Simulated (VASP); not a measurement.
```xyz
2
Lattice="0.0000 2.8509 2.8509 2.8509 0.0000 2.8509 2.8509 2.8509 0.0000" Properties=species:S:1:pos:R:3 pbc="T T T"
Rb     0.0000     0.0000     0.0000
Cl     2.8509     2.8509     2.8509
```

Computed with PBEsol GGA, VASP's PBE PAW potentials (set 64) (plane waves; VASP). Run with 480 eV cut-off, 6×6×6 Γ-centred mesh, Gaussian smearing of 0.050 eV, potentials Rb_sv Cl.

Problem. Predict the energy per atom (σ→0), pressure, band gap (on the k-mesh) with the smallest direct gap where there is one.

Solution. 
```
Quantity                                     Result
-----------------------------------  --------------
band gap (on the k-mesh)                    5.03 eV
smallest direct gap (on the k-mesh)         5.03 eV
energy per atom (σ→0)                -2.957 eV/atom
pressure                                  19.94 GPa
```

The compound is RbCl in the rock salt structure. It was relaxed first under an external pressure of 20 GPa.
